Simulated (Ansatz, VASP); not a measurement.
# PtC (wurtzite type (invented)) in two plane-wave programs

Aim: how closely do two programs agree when they are given the same cell, functional and k mesh? The cell is generated by rule, not measured, and may not be a known phase. The two relaxations start from unlike cells of this crystal (the structure described is Ansatz's start), so only their ends are compared.

Program: Ansatz 0.2.0. Level of theory: plane waves, with VASP 6.6.1 beside it; relaxation of cell and atoms at PBEsol. Results are calculated unless marked as measured.

### Step 1. Starting point

The structure is hexagonal, space group P6_3mc (No. 186). The conventional cell has a = 3.511 Å, b = 3.511 Å, c = 5.733 Å, α = 90.00°, β = 90.00°, γ = 120.00°. Nearest to Pt lie 4 C at 2.15 Å. C has 4 Pt at 2.15 Å nearest. Farther neighbours are not listed.

Coordinates:

```
Pt C
1.0
     3.51094    0.00000    0.00000
    -1.75547    3.04056    0.00000
     0.00000    0.00000    5.73336
Pt C
2 2
Direct
  0.33333 0.66667 0.00000
  0.66667 0.33333 0.50000
  0.33333 0.66667 0.37500
  0.66667 0.33333 0.87500
```

### Step 2. VASP: relaxation of cell and atoms, PBEsol

The relaxed volume is the usual yardstick between codes: in a stiff, nearly cubic crystal its relative difference is about their pressure difference at one cell divided by the bulk modulus.

Lines of VASP's logs that name or quote its potential files are left out, and so is its time.

Contents of INCAR:

```
SYSTEM = PtC
PREC = Accurate
ENCUT = 600
EDIFF = 1E-07
NELM = 120
ISMEAR = 0
SIGMA = 0.1
LREAL = .FALSE.
ALGO = Normal
GGA = PS
NBANDS = 20
LASPH = .TRUE.
LORBIT = 11
LWAVE = .FALSE.
LCHARG = .FALSE.
ISIF = 3
IBRION = 2
NSW = 80
EDIFFG = -0.005
GGA_COMPAT = .FALSE.
NELMIN = 4
```

Contents of POSCAR:

```
PtC
1.0
    3.1833720650     -0.0000000513      0.0000000000
   -1.5916856236      2.7568808375      0.0000000000
    0.0000000000      0.0000000000      5.7951520805
Pt C
2 2
Direct
    0.3333331836      0.6666665570      0.0077642956
    0.6666665316      0.3333334430      0.5077642956
    0.3333331836      0.6666665570      0.3672357044
    0.6666665316      0.3333334430      0.8672357044
```

Contents of KPOINTS:

```
Automatic mesh
0
Gamma
6 6 4
0 0 0
```

Potentials, in the order of the species: Pt and C (PBE family, release 64).

Run with:

```console
$ mpirun -np 1 vasp_std
```

Numbers of over 12 decimals in the logs are rounded to 6 here.

Log:

```text
[banner, memory and clock lines left out]
running    1 mpi-ranks, on    1 nodes
 distrk:  each k-point on    1 cores,    1 groups
 distr:  one band on    1 cores,    1 groups

 POSCAR found type information on POSCAR PtC
 POSCAR found :  2 types and       4 ions
|                                                                             |
|               ----> ADVICE to this user running VASP <----                  |
|                                                                             |
|     You enforced a specific xc type in the INCAR file but a different       |
|     [... a line on the potential file left out ...]
|     I HOPE YOU KNOW WHAT YOU ARE DOING!                                     |
|                                                                             |

 LDA part: xc-table for (Slater+PW92), standard interpolation
 POSCAR, INCAR and KPOINTS ok, starting setup
 FFT: planning ... GRIDC
 FFT: planning ... GRID_SOFT
 FFT: planning ... GRID
 WAVECAR not read
 entering main loop
       N       E                     dE             d eps       ncg     rms          rms(c)
DAV:   1     0.158321260611E+03    0.15832E+03   -0.15903E+04   840   0.150E+03
DAV:   2    -0.252364108368E+02   -0.18356E+03   -0.17523E+03   940   0.292E+02
DAV:   3    -0.336935156236E+02   -0.84571E+01   -0.82531E+01  1028   0.607E+01
DAV:   4    -0.338169497395E+02   -0.12343E+00   -0.12335E+00   912   0.809E+00
DAV:   5    -0.338185673313E+02   -0.16176E-02   -0.16173E-02   984   0.910E-01    0.318E+01
DAV:   6    -0.300422170519E+02    0.37764E+01   -0.18499E+01   920   0.375E+01    0.120E+01
DAV:   7    -0.296181642642E+02    0.42405E+00   -0.28660E+00   868   0.158E+01    0.795E+00
DAV:   8    -0.295568228365E+02    0.61341E-01   -0.23521E-01   892   0.336E+00    0.149E+00
DAV:   9    -0.295450566012E+02    0.11766E-01   -0.23268E-02   964   0.138E+00    0.314E-01
DAV:  10    -0.295453244464E+02   -0.26785E-03   -0.51013E-03   944   0.480E-01    0.882E-02
DAV:  11    -0.295453186929E+02    0.57535E-05   -0.15354E-04   960   0.996E-02    0.270E-02
DAV:  12    -0.295453046674E+02    0.14026E-04   -0.26521E-05  1012   0.433E-02    0.150E-02
DAV:  13    -0.295453041675E+02    0.49984E-06   -0.45275E-06   952   0.149E-02    0.228E-03
DAV:  14    -0.295453041637E+02    0.38813E-08   -0.78238E-08   604   0.217E-03
   1 F= -.29545304E+02 E0= -.29542193E+02  d E =-.295453E+02
 curvature:   0.00 expect dE= 0.000E+00 dE for cont linesearch  0.000E+00
 trial: gam= 0.00000 g(F)=  0.307E-06 g(S)=  0.175E-04 ort = 0.000E+00 (trialstep = 0.100E+01)
 search vector abs. value=  0.178E-04
 bond charge predicted
       N       E                     dE             d eps       ncg     rms          rms(c)
DAV:   1    -0.295454397952E+02   -0.13563E-03   -0.26243E-03   884   0.439E-01    0.806E-02
DAV:   2    -0.295453146667E+02    0.12513E-03   -0.44467E-04   896   0.201E-01    0.317E-02
DAV:   3    -0.295453006724E+02    0.13994E-04   -0.24268E-05   912   0.420E-02    0.217E-02
DAV:   4    -0.295452982892E+02    0.23832E-05   -0.21185E-05   876   0.268E-02    0.869E-03
DAV:   5    -0.295452982572E+02    0.31998E-07   -0.39695E-06   880   0.124E-02    0.470E-03
DAV:   6    -0.295452976843E+02    0.57292E-06   -0.10663E-06   900   0.678E-03    0.395E-04
DAV:   7    -0.295452976822E+02    0.20507E-08   -0.83416E-08   492   0.216E-03
   2 F= -.29545298E+02 E0= -.29542173E+02  d E =0.648146E-05
 trial-energy change:    0.000006  1 .order    0.000005   -0.000018    0.000028
 step:   0.3505(harm=  0.3845)  dis= 0.00002  next Energy=   -29.545307 (dE=-0.306E-05)
 bond charge predicted
       N       E                     dE             d eps       ncg     rms          rms(c)
DAV:   1    -0.295453658710E+02   -0.68187E-04   -0.11079E-03   884   0.285E-01    0.525E-02
DAV:   2    -0.295453124578E+02    0.53413E-04   -0.18746E-04   896   0.130E-01    0.205E-02
DAV:   3    -0.295453072259E+02    0.52319E-05   -0.10192E-05   912   0.272E-02    0.140E-02
DAV:   4    -0.295453069941E+02    0.23182E-06   -0.88834E-06   880   0.174E-02    0.564E-03
DAV:   5    -0.295453070761E+02   -0.82031E-07   -0.16535E-06   880   0.802E-03    0.302E-03
DAV:   6    -0.295453070899E+02   -0.13768E-07   -0.44583E-07   876   0.438E-03
   3 F= -.29545307E+02 E0= -.29542191E+02  d E =-.292622E-05
 curvature:  -0.19 expect dE=-0.165E-06 dE for cont linesearch -0.247E-08
 trial: gam= 0.02159 g(F)=  0.614E-06 g(S)=  0.248E-06 ort = 0.479E-06 (trialstep = 0.870E+00)
 search vector abs. value=  0.891E-06
 reached required accuracy - stopping structural energy minimisation
```

Parts of OUTCAR (step 2):

```text
ion  position               nearest neighbor table
   1  0.333  0.667  0.008-   4 2.01   4 2.01   4 2.01   3 2.08   2 3.43   2 3.43   2 3.43   2 3.43
                             2 3.43   2 3.43
   2  0.667  0.333  0.508-   3 2.01   3 2.01   3 2.01   4 2.08   1 3.43   1 3.43   1 3.43   1 3.43
                             1 3.43   1 3.43
   3  0.333  0.667  0.367-   2 2.01   2 2.01   2 2.01   1 2.08
   4  0.667  0.333  0.867-   1 2.01   1 2.01   1 2.01   2 2.08

  LATTYP: Found a hexagonal cell.
 ALAT       =     3.1833720650
 C/A-ratio  =     1.8204444728

 Subroutine GETGRP returns: Found 12 space group operations
 (whereof  6 operations were pure point group operations)

The static configuration has the point symmetry C_3v.
 The point group associated with its full space group is C_6v.

 Found     21 irreducible k-points:

   k-points           NKPTS =     21   k-points in BZ     NKDIM =     21   number of bands    NBANDS=     20

   dimension x,y,z NGX =    28 NGY =   28 NGZ =   48
   dimension x,y,z NGXF=    56 NGYF=   56 NGZF=   96

   ENCUT  =  600.0 eV  44.10 Ry    6.64 a.u.   6.36  6.36 11.57*2*pi/ulx,y,z

   NELECT =      28.0000    total number of electrons

 k-points in reciprocal lattice and weights: Automatic mesh
   0.00000000  0.00000000  0.00000000       0.007
   0.16666667 -0.00000000  0.00000000       0.042
   0.33333333 -0.00000000  0.00000000       0.042
   0.50000000 -0.00000000  0.00000000       0.021
   0.16666667  0.16666667  0.00000000       0.042
   0.33333333  0.16666667  0.00000000       0.083
   0.33333333  0.33333333  0.00000000       0.014
   0.00000000  0.00000000  0.25000000       0.014
   0.16666667 -0.00000000  0.25000000       0.083
[...]
0.33333333  0.16666667  0.50000000       0.083
   0.33333333  0.33333333  0.50000000       0.014

 average (electrostatic) potential at core
       1 -66.5409       2 -66.5409       3 -47.7048       4 -47.7048

 E-fermi :   8.8271

 k-point     1 :       0.0000    0.0000    0.0000
  band No.  band energies     occupation
    ...
      9       4.6089      2.00000
     10       4.6089      2.00000
     11       5.4218      2.00000
     12       5.4218      2.00000
     13       6.0337      2.00000
     14      11.4463      0.00000
     15      11.4812      0.00000
     16      11.4812      0.00000
     17      13.4166      0.00000
     18      13.7212      0.00000
    ...

 k-point     2 :       0.1667   -0.0000    0.0000
  band No.  band energies     occupation
    ...
      9       4.1906      2.00000
     10       4.5941      2.00000
     11       5.3147      2.00000
     12       5.4583      2.00000
     13       6.1426      2.00000
     14      10.4244      0.00000
     15      11.0065      0.00000
     16      12.3664      0.00000
     17      12.6359      0.00000
     18      13.4258      0.00000
    ...

 k-point     3 :       0.3333   -0.0000    0.0000
  band No.  band energies     occupation
    ...
     10       4.7778      2.00000
     11       5.0876      2.00000
     12       5.6085      2.00000
     13       6.7334      2.00000
     14       8.2403      2.00000
     15       9.7195      0.00000
     16      10.4009      0.00000
     17      11.5429      0.00000
     18      12.5963      0.00000
     19      14.6920      0.00000
    ...

  Total       -0.0022562     -0.0022562      0.0032170     -0.0000000      0.0000000     -0.0000000
  in kB       -0.0710572     -0.0710572      0.1013154     -0.0000000      0.0000000     -0.0000000
  external PRESSURE =      -0.0135996 kB  Pullay stress =       0.0000000 kB

  energy-cutoff  :      600.00
  volume of cell :       50.87
      direct lattice vectors                 reciprocal lattice vectors
     3.183623630 -0.000000051  0.000000000     0.314107484  0.181350010  0.000000000
    -1.591811406  2.757098699 -0.000000000     0.000000006  0.362700113  0.000000000
     0.000000000  0.000000000  5.795822306    -0.000000000  0.000000000  0.172538071

 POSITION                                       TOTAL-FORCE (eV/Angst)
 -----------------------------------------------------------------------------------
     -0.00000      1.83807      0.04498        -0.000000      0.000000     -0.001784
      1.59181      0.91903      2.94289         0.000000     -0.000000     -0.001784
     -0.00000      1.83807      2.12845         0.000000     -0.000000      0.001784
      1.59181      0.91903      5.02637        -0.000000      0.000000      0.001784
 -----------------------------------------------------------------------------------
    total drift:                                0.000444     -0.000011     -0.000228

  FREE ENERGIE OF THE ION-ELECTRON SYSTEM (eV)
  ---------------------------------------------------
  free  energy   TOTEN  =       -29.5453070899 eV

  energy  without entropy=      -29.5390750628  energy(sigma->0) =      -29.54219108

 reached required accuracy - stopping structural energy minimisation

 total charge
# of ion       s       p       d       tot
------------------------------------------
    1        0.798   0.759   8.074   9.632
    2        0.798   0.759   8.074   9.632
    3        0.880   1.401   0.000   2.282
    4        0.880   1.401   0.000   2.282
--------------------------------------------------
tot          3.357   4.322  16.148  23.827

[... 3 further parts left out ...]
```

CONTCAR:

```
PtC
   1.00000000000000
     3.1836236299648464   -0.0000000512707959    0.0000000000000000
    -1.5918114060213078    2.7570986990725626   -0.0000000000000000
     0.0000000000000000    0.0000000000000000    5.7958223060611651
  Pt              C
     2     2
Direct
     0.3333331835999971    0.6666665569999992    0.0077606109851588
     0.6666665316000007    0.3333334430000008    0.5077606109851587
     0.3333331835999971    0.6666665569999992    0.3672393890148412
     0.6666665316000007    0.3333334430000008    0.8672393890148413
```

The k-mesh is coarse for a metal. The PAW data sets were made with PBE, which is usual practice but a small mismatch for other functionals. The run keeps the 12 symmetry operations of its start, so it cannot find a distortion of lower symmetry.

(Continued in part 2 of 2.)

[Lines on the potential files, build, host, timing and source positions are cut from VASP's logs without a mark.]

[Logs are printed without paths, hosts, clocks, repeated set-up lines and the standing remarks that a program may print on its own settings, such as how far it seeks lower states.]

[Hosts, paths, dates, database ids (printed as entryN), source tags and the programs' standing remarks are cut or masked in the printed files.]
